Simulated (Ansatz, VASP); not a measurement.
# Cross-check of ZrB2 between VASP and Ansatz, part 2 of 2

Wanted: the spread between two codes on one cell, functional and k mesh. The cell is taken from a series of runs on this material, whose earlier steps may have relaxed, scaled, displaced or heated it; both programs get it as it stands.

VASP 6.6.1 and Ansatz 0.2.0.

So far: Starting point; VASP: zone-centre phonons, LDA.

## 3. Ansatz: zone-centre phonons, LDA

Level of this step: Ansatz beside VASP: Kohn-Sham DFT, plane waves, LDA (Ansatz).

Ansatz runs on its PAW soft_1 files.

The same cell, functional (in two slightly different forms), mesh and smearing now go to Ansatz, which takes its cutoff from its data sets.

input.yaml

```yaml
crystal:
  lattice:
    - [3.1227935361, 0.0, 0.0]
    - [-1.561396768, 2.704418533, 0.0]
    - [0.0, 0.0, 3.4767045411]
  atoms:
    - { symbol: B, position: [0.3333333333, 0.6666666667, 0.5] }
    - { symbol: B, position: [0.6666666667, 0.3333333333, 0.5] }
    - { symbol: Zr, position: [0.0, 0.0, 0.0] }
kpoints:
  mp_grid: { grid: [15, 15, 12] }
hamiltonian:
  xc: lda
  pseudopotentials: { kind: paw, azcp: { folder: soft_1 }, xc_functional: pbe }
scf:
  occupations: { method: methfessel_paxton, width: 0.2 }
output:
  eigenvalues: true
phonons:
  method: dfpt
```

Launch:

```bash
$ ansatz run input.yaml --threads 4 --pin off --max-ram 10240MiB --backend cpu --events-out ev --progress --plain --runs-dir out
```

Numbers of over 12 decimals in the logs are rounded to 6 here.

The program printed:

```text
zone centre: on kpoints.mp_grid the ground state, and the responses unless they are solved on pairs of k-points, stand on 448 of the mesh's 2700 k-points, reduced under 4 symmetry operations, with k and −k counted as one. Each operation leaves every solved displacement unchanged or reverses it
Engine: ansatz 0.2.0, aarch64-unknown-linux-gnu
Pseudopotentials: kind: paw
Pseudopotential: B, paw, valence charge 3, recommended cutoff 420 eV (normal), soft_1/B.paw.azcp
Pseudopotential: Zr, paw, valence charge 12, recommended cutoff 420 eV (normal), soft_1/Zr.paw.azcp
Functional definition: SPW92
  exchange = slater_x
  correlation = pw_c
Crystal: 3 atoms, lattice volume = 29.362 Å³
Basis set: ecut = 420 eV, 563 PW (Γ), exchange–correlation on 48×48×48 points (8 copies of the dense FFT grid, shifted against one another)
Bands: 13, of which v1, the nominal top of the filled ones, is band 9 counted from 1 (8 counted from 0)
Symmetry: 24 space group operations
k-points: 448 of 2700 (irreducible under 4 space group operations, time reversal used)
Non-local potential: B, projectors of the file, l = 0: 2, l = 1: 2, l = 2: 1
Non-local potential: Zr, projectors of the file, l = 0: 3, l = 1: 2, l = 2: 2, l = 3: 1
PAW form: soft (Blöchl's): semilocal exchange-correlation on the pseudo side does not see the compensation charge
PAW frozen core: B, regenerated for the run's functional, and the local potential with it (the file was generated under x = pbe(κ = 0.804, μ = 0.219515), c = pbe(β = 0.066725))
PAW frozen core: Zr, regenerated for the run's functional, and the local potential with it (the file was generated under x = pbe(κ = 0.804, μ = 0.219515), c = pbe(β = 0.066725))
PAW one-centre angular grid: B, 110 points (default); XC on 64 Gauss nodes
PAW one-centre angular grid: Zr, 590 points (default); XC on 64 Gauss nodes
Initial density: superposition of atomic densities (chi_scale 0.1, normalization cell, long waves kept (reshape's long-wave potential 0.00 eV rms))
Initial wavefunctions: pseudopotential atomic-orbital guess
Functional: x = slater, c = lda
SCF iter   1: F=—  HF=-4380.873840 eV  |F-HF|=—  |Δ(HF+E_count)|=         —  Δρ=6.02e-2  dr2=1.94e0  ethr=3.10e-3  ⟨swp⟩=5.0  Hψ=28147  notcnv=0
preconditioner: auto → none  [metal: Δε(μ)=0.032 eV  Ē_g=17.187 eV  σ=0.200 eV  W_gap=0.14  n_scr=8 (ndim 8)  ℏωp=27.4 eV  f_vac=0.000  D(μ)=0.24/eV (n_scr^D=0)  sad-step TF]
SCF iter   2: F=—  HF=-4380.422289 eV  |F-HF|=—  |Δ(HF+E_count)|=   4.52e-1  S|Δr|=    0.00e0  Δρ=2.97e-2  dr2=4.33e-1  ethr=3.10e-3  ⟨swp⟩=2.3  Hψ=11804  notcnv=0
SCF iter   3: F=—  HF=-4380.291675 eV  |F-HF|=—  |Δ(HF+E_count)|=   1.31e-1  S|Δr|=    0.00e0  Δρ=2.21e-3  dr2=9.89e-4  ethr=2.40e-3  ⟨swp⟩=2.0  Hψ=9820  notcnv=0
SCF iter   4: F=—  HF=-4380.291966 eV  |F-HF|=—  |Δ(HF+E_count)|=   2.91e-4  S|Δr|=    0.00e0  Δρ=4.12e-4  dr2=3.34e-5  ethr=5.49e-6  ⟨swp⟩=2.3  Hψ=13258  notcnv=0
SCF iter   5: F=—  HF=-4380.291977 eV  |F-HF|=—  |Δ(HF+E_count)|=   1.07e-5  S|Δr|=    0.00e0  Δρ=4.27e-5  dr2=7.39e-7  ethr=1.86e-7  ⟨swp⟩=2.0  Hψ=9848  notcnv=0
SCF iter   6: F=—  HF=-4380.291977 eV  |F-HF|=—  |Δ(HF+E_count)|=   6.21e-8  S|Δr|=    0.00e0  Δρ=4.84e-6  dr2=2.57e-9  ethr=4.11e-9  ⟨swp⟩=2.2  Hψ=8432  notcnv=0
SCF iter   7: F=—  HF=-4380.291977 eV  |F-HF|=—  |Δ(HF+E_count)|=   3.64e-9  S|Δr|=    0.00e0  Δρ=5.57e-7  dr2=5.25e-11  ethr=1.43e-11  ⟨swp⟩=2.5  Hψ=9494  notcnv=0
SCF iter   8: F=-4380.291977 eV  HF=-4380.291977 eV  |F-HF|=7.28e-12  |Δ(HF+E_count)|=  1.09e-11  S|Δr|=    0.00e0  Δρ=1.32e-7  dr2=6.33e-12  ethr=1.00e-12  ⟨swp⟩=5.3  Hψ=23904  notcnv=0
SCF 1 converged in 8 iterations: F = -4380.291977 eV  dr2 = 6.33e-12
  greatest PAW one-centre occupation: 0.994 electrons in one spin orbital (limit 2), on the Zr atom at site 2 (counted from 0), in its partial waves of l = 0
DFPT response loops at Γ: preconditioner auto → Kerker (q_TF=auto, 2.515 Å⁻¹) (partly filled bands, converged f_vac=0.000); β = 1.00, the filter's whole step (`scf.mixing.beta` (0.50) is not read by the response loops under this deck's `scf.mixing.preconditioner`; to damp them name `kerker` or `kerker_dos`, under which they read `scf.mixing.beta`, and type it under 1.00, their step now; both keys bind the ground state too); Broyden in place of MSR1
SCF converged after 8 iterations
Stability not checked: this state was not tested for a lower state beside it, because cold or Methfessel-Paxton smearing, or corrected tetrahedra, fill the levels in a way that the test cannot read (fill_not_monotonic; see scf.lower_state_search)
Free energy (F): -4380.291977 eV
Harris-Foulkes:  -4380.291977 eV  (|F-HF|=7.28e-12)
Internal energy: -4380.292472 eV  (E = F + TS)
E sigma→0 (E₀):  -4380.292101 eV
Entropy (-TS):   0.000495 eV (0.165 meV/atom)
Fermi energy:    16.238858 eV
--- Per-component energies (eV) ---
  E_band       = -15.383133
  E_kinetic    = 423.210868
  E_local      = -510.854111  (includes V_loc(G=0)·N_el)
  E_nonlocal   = 94.758227
  E_hartree    = 173.102015
  E_xc         = -222.998951
  E_vxc        = -264.942369  (∫ρ·V_xc dr)
  E_paw        = -3003.440518  (= ΣΔE_a)
  E_vpaw       = -103.759811  (= ΣTr[D̂ρ^β])
  E_aug_tail   = -0.000004  (compensation charges beyond the density's cutoff)
  E_ewald      = -1334.532067
  E_core_change = 0.462069  (= ΣΔE_core)
  E_smearing   = 0.000495  (= −TS)
  E_closure    = -0.000000  (closes the sum)
  Σ components = -4380.291977   (vs F -4380.291977, Δ=0.00e0)
--- Band table (eV; the first three rows and the last of 448) ---
  k-point 0: bands = [... 5 lower, 13.5307, 13.5307, 13.5620, 13.9911, 19.8426, 19.8426, 20.6423, 20.6423]
  k-point 1: bands = [... 5 lower, 12.8724, 13.5988, 13.5988, 14.6500, 19.2498, 19.2498, 20.4140, 20.4140]
  k-point 2: bands = [... 5 lower, 11.9712, 13.8008, 13.8008, 15.4828, 18.3636, 18.3636, 19.8117, 19.8117]
  k-point 447: bands = [... 5 lower, 9.2563, 11.5833, 12.6792, 13.6512, 19.8760, 21.3012, 21.4711, 22.5621]
--- Phonons (Γ-DFPT): 4 representative perturbations + reference, on 448 of 2700 k-points (Σ response iterations 12) ---
  k mesh reduced under 4 symmetry operations, with k and −k counted as one. Each operation leaves every solved displacement unchanged or reverses it
  ASR residual: 1.182e-4 → 0.000e0 eV/Å²; symmetrization residual: 4.379e-7 eV/Å²
  ASR residual per site (eV/Å²): 2.78e-5 2.78e-5 1.18e-4
  Γ frequencies (cm⁻¹): 0.00 0.00 0.00 474.08 474.08 497.14 590.47 808.05 808.05
  non-analytic LO–TO correction: not included (Born effective charges unavailable; polar crystals: no LO–TO splitting at Γ)
```

In the SCF lines HF is the Harris–Foulkes energy and dr2 the Hartree energy of the density residual, in eV; the loop may stop once dr2 is under the threshold and the program's other checks hold. Hψ counts applications of the Hamiltonian.

## 4. Comparison

Known differences besides the potentials themselves: the two LDA forms differ slightly; the cutoff is 420 eV in Ansatz and 500 eV in VASP; VASP's log shows a relativistic correction to its local exchange, Ansatz's none. Total energies have different zeros and are not compared.

Compared:

```
                  quantity  Ansatz   VASP  difference
optical mode 1 to 2 (cm⁻¹)   474.1  474.9     -0.18 %
     optical mode 3 (cm⁻¹)   497.1  498.9     -0.36 %
     optical mode 4 (cm⁻¹)   590.5  591.6     -0.19 %
optical mode 5 to 6 (cm⁻¹)   808.0  809.0     -0.12 %
```

Modes are paired by rising frequency, not by their patterns, so a pair may set unlike modes beside each other; they are those without the splitting of longitudinal modes.

## 5. Summary of results

```yaml
r_m_s_difference_of_the_optical_zone_centre_modes_each_program_s_sorted_by_frequency_zone_centre_phonons_lda: 1.1 cm⁻¹
```

**Reading.** The r.m.s. difference of the optical zone-centre modes, each program's sorted by frequency is 1.1 cm⁻¹ (zone-centre phonons, LDA). Such differences can come from data sets, numerical settings and the points named under the comparisons, not from the functional's error against experiment.

[Lines on the potential files, build, host, timing and source positions are cut from VASP's logs without a mark.]

[Logs are printed without paths, hosts, clocks, repeated set-up lines and the standing remarks that a program may print on its own settings, such as how far it seeks lower states.]

[Hosts, paths, dates, database ids (printed as entryN), source tags and the programs' standing remarks are cut or masked in the printed files.]
